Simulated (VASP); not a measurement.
Computed with PBE GGA with spin-orbit coupling, VASP's PBE PAW potentials (set 64) (plane waves; VASP).

The input files of a VASP run:

File POSCAR:
```
Dy
1.0
  3.5903000000   0.0000000000   0.0000000000
 -1.7951500000   3.1092910000   0.0000000000
  0.0000000000   0.0000000000   5.6475000000
Dy
2
Cart
 -0.0000017952   2.0728617031   1.4118750000
  1.7951517952   1.0364292969   4.2356250000
```

**INCAR**
```
SYSTEM = Dy
PREC = Accurate
ENCUT = 300
EDIFF = 1E-6
NELM = 100
ALGO = Normal
LREAL = .FALSE.
LASPH = .TRUE.
ISMEAR = -1
SIGMA = 0.1
GGA = PE
LMAXMIX = 6
LWAVE = .FALSE.
LCHARG = .FALSE.
ISIF = 2
LSORBIT = .TRUE.
LNONCOLLINEAR = .TRUE.
MAGMOM = 0.0 0.0 5.0 0.0 0.0 5.0
GGA_COMPAT = .FALSE.
LORBIT = 11
```

**KPOINTS**
```
Automatic mesh
0
Gamma
9 9 5
0 0 0
```

POTCAR, in this order: Dy (PBE.64 set). Program: vasp_ncl.

The resulting files:

File OSZICAR:
```
       N       E                     dE             d eps       ncg     rms          rms(c)
DAV:   1     0.354525850083E+03    0.35453E+03   -0.85995E+03  6604   0.264E+03
DAV:   2     0.914317510394E+02   -0.26309E+03   -0.22292E+03  6612   0.471E+02
DAV:   3     0.312400172611E+01   -0.88308E+02   -0.83526E+02  5588   0.188E+02
DAV:   4    -0.144938511078E+02   -0.17618E+02   -0.17092E+02  9006   0.765E+01
DAV:   5    -0.163458721512E+02   -0.18520E+01   -0.18241E+01  9676   0.290E+01    0.470E+01
DAV:   6    -0.338834470312E+02   -0.17538E+02   -0.71190E+01  6236   0.157E+02    0.141E+02
DAV:   7    -0.202313394816E+02    0.13652E+02   -0.15660E+01  6456   0.326E+01    0.847E+01
DAV:   8    -0.172713603658E+02    0.29600E+01   -0.10687E+01  7350   0.248E+01    0.324E+01
DAV:   9    -0.176175774012E+02   -0.34622E+00   -0.15732E+00  9148   0.106E+01    0.240E+01
DAV:  10    -0.185187034739E+02   -0.90113E+00   -0.28384E+00  7306   0.172E+01    0.282E+01
DAV:  11    -0.175606979359E+02    0.95801E+00   -0.19297E+00  6818   0.190E+01    0.152E+01
DAV:  12    -0.177476602689E+02   -0.18696E+00   -0.31020E-01  9398   0.662E+00    0.140E+01
DAV:  13    -0.176729200465E+02    0.74740E-01   -0.75566E-02  8696   0.412E+00    0.127E+01
DAV:  14    -0.176600439728E+02    0.12876E-01   -0.14817E-01  9240   0.529E+00    0.987E+00
DAV:  15    -0.176897884653E+02   -0.29744E-01   -0.65562E-02  8836   0.421E+00    0.741E+00
DAV:  16    -0.177205244795E+02   -0.30736E-01   -0.49661E-02  8622   0.318E+00    0.559E+00
DAV:  17    -0.177340007724E+02   -0.13476E-01   -0.14880E-02  9080   0.325E+00    0.451E+00
DAV:  18    -0.177184895947E+02    0.15511E-01   -0.14497E-02  8034   0.222E+00    0.220E+00
DAV:  19    -0.177130464323E+02    0.54432E-02   -0.98521E-03  8708   0.126E+00    0.117E+00
DAV:  20    -0.177134385754E+02   -0.39214E-03   -0.59653E-03  9034   0.863E-01    0.863E-01
DAV:  21    -0.177140412399E+02   -0.60266E-03   -0.22460E-03  9950   0.481E-01    0.858E-01
DAV:  22    -0.177141724288E+02   -0.13119E-03   -0.11887E-03  8276   0.183E-01    0.828E-01
DAV:  23    -0.177146127035E+02   -0.44027E-03   -0.24502E-04  9824   0.187E-01    0.674E-01
DAV:  24    -0.177147244399E+02   -0.11174E-03   -0.25361E-04  7680   0.529E-01    0.497E-01
DAV:  25    -0.177141940448E+02    0.53040E-03   -0.56736E-04  7172   0.587E-01    0.313E-01
DAV:  26    -0.177143171602E+02   -0.12312E-03   -0.73124E-04  8594   0.324E-01    0.219E-01
DAV:  27    -0.177143445193E+02   -0.27359E-04   -0.18306E-04  8422   0.186E-01    0.291E-01
DAV:  28    -0.177143100598E+02    0.34459E-04   -0.32199E-05  8730   0.812E-02    0.251E-01
DAV:  29    -0.177142970271E+02    0.13033E-04   -0.18542E-05  8470   0.570E-02    0.170E-01
DAV:  30    -0.177142989536E+02   -0.19265E-05   -0.40792E-05  7168   0.612E-02    0.540E-02
DAV:  31    -0.177143011938E+02   -0.22403E-05   -0.22186E-05  6678   0.432E-02    0.436E-02
DAV:  32    -0.177143035016E+02   -0.23077E-05   -0.23228E-05  5428   0.300E-02    0.379E-02
DAV:  33    -0.177143009988E+02    0.25027E-05   -0.27458E-05  5380   0.359E-02    0.132E-02
DAV:  34    -0.177143004583E+02    0.54054E-06   -0.14755E-05  4860   0.253E-02    0.657E-03
DAV:  35    -0.177143000024E+02    0.45588E-06   -0.38455E-06  4496   0.147E-02
   1 F= -.17714300E+02 E0= -.17553348E+02  d E =-.321903E+00  mag=     0.0000    -0.0000     9.3981
```

**OUTCAR**
```
------------------------ aborting loop because EDIFF is reached ----------------------------------------
  FORCE on cell =-STRESS in cart. coord.  units (eV):
  Direction    XX          YY          ZZ          XY          YZ          ZX
  --------------------------------------------------------------------------------------
  Total        0.2505073      0.2505073      0.7911990     -0.0000175      0.0000000      0.0000000
  in kB        6.3662345      6.3662345     20.1070324     -0.0004446      0.0000000      0.0000000
  external PRESSURE =      10.9465005 kB  Pullay stress =       0.0000000 kB
  volume of cell :       63.04
      direct lattice vectors                 reciprocal lattice vectors
     3.590300000  0.000000000  0.000000000     0.278528257  0.160808364  0.000000000
    -1.795150000  3.109291000  0.000000000     0.000000000  0.321616729  0.000000000
     0.000000000  0.000000000  5.647500000     0.000000000  0.000000000  0.177069500
 POSITION                                       TOTAL-FORCE (eV/Angst)
 -----------------------------------------------------------------------------------
     -0.00000      2.07286      1.41187         0.000000      0.000000      0.000000
      1.79515      1.03643      4.23562        -0.000000     -0.000000     -0.000000
 -----------------------------------------------------------------------------------
    total drift:                                0.000000     -0.000000     -0.000000
  FREE ENERGIE OF THE ION-ELECTRON SYSTEM (eV)
  ---------------------------------------------------
  free  energy   TOTEN  =       -17.7143000024 eV

  energy  without entropy=      -17.3923967416  energy(sigma->0) =      -17.55334837

 total charge

# of ion       s       p       d       f       tot
--------------------------------------------------
    1        2.164   5.862   0.516   9.291  17.832
    2        2.164   5.862   0.516   9.291  17.832
--------------------------------------------------
tot          4.327  11.724   1.031  18.582  35.664

 magnetization (x)

# of ion       s       p       d       f       tot
--------------------------------------------------
    1        0.000   0.000   0.000   0.000   0.000
    2        0.000   0.000   0.000   0.000   0.000
--------------------------------------------------
tot          0.000   0.000   0.000   0.000   0.000

 magnetization (y)

# of ion       s       p       d       f       tot
--------------------------------------------------
    1        0.000   0.000  -0.000  -0.000  -0.000
    2        0.000   0.000   0.000   0.000   0.000
--------------------------------------------------
tot          0.000   0.000   0.000  -0.000   0.000

 magnetization (z)

# of ion       s       p       d       f       tot
--------------------------------------------------
    1        0.009  -0.037   0.078   4.476   4.526
    2        0.009  -0.037   0.078   4.476   4.526
--------------------------------------------------
tot          0.018  -0.074   0.155   8.952   9.052

 Ion:    1  E_soc:     -1.8702057

 Ion:    2  E_soc:     -1.8702057
```
(Selected blocks of OUTCAR.)

File OUTCAR:
```
 val. band max:        2.7410122818   @ k =   0.3333   0.1111   0.4000

 cond. band min:       2.7445257940   @ k =   0.4444   0.0000   0.0000


 Fermi energy:         2.7427475995

 k-point     1 :       0.0000    0.0000    0.0000
  band No.  band energies     occupation
      1     -44.2780      1.00000
      2     -44.2110      1.00000
      3     -42.2461      1.00000
      4     -42.1681      1.00000
      5     -22.7559      1.00000
      6     -22.5625      1.00000
      7     -22.4052      1.00000
      8     -22.0436      1.00000
      9     -18.4268      1.00000
     10     -18.2947      1.00000
     11     -18.2395      1.00000
     12     -18.0036      1.00000
     13     -17.7157      1.00000
     14     -17.2154      1.00000
     15     -17.0031      1.00000
     16     -16.8566      1.00000
     17      -2.3299      1.00000
     18      -1.9792      1.00000
     19      -0.9456      1.00000
     20      -0.8867      1.00000
     21      -0.7552      1.00000
     22      -0.7514      1.00000
     23      -0.7498      1.00000
     24      -0.7303      1.00000
     25      -0.6697      1.00000
     26      -0.6076      1.00000
     27      -0.2243      1.00000
     28      -0.1960      1.00000
     29      -0.0735      1.00000
     30       0.0336      1.00000
     31       0.1294      1.00000
     32       0.1395      1.00000
     33       0.6821      1.00000
     34       1.0171      1.00000
     35       2.3047      0.98763
     36       2.4257      0.95972
     37       2.4482      0.95005
     38       2.5166      0.90564
     39       2.6164      0.77967
     40       2.6619      0.69189
     41       3.0977      0.02793
     42       3.1473      0.01720
     43       3.3915      0.00152
     44       3.5022      0.00050
     45       3.6326      0.00014
     46       3.7313      0.00005
     47       3.8159      0.00002
     48       3.8209      0.00002
     49       4.0616      0.00000
     50       4.5489      0.00000
     51       4.6525      0.00000
...
```

At this cut-off the stress carries a Pulay error, which pulls relaxed volumes low.

The structure comes from a measured Dy entry of the Crystallography Open Database, whose conditions weren't checked. The cell was not relaxed at this level. The run is one of a series of settings (GGA_COMPAT = .FALSE., ISPIN removed, LNONCOLLINEAR = .TRUE., LSORBIT = .TRUE., MAGMOM = 0.0 0.0 5.0 0.0 0.0 5.0, program vasp_ncl against the base run), some of them coarse on purpose.
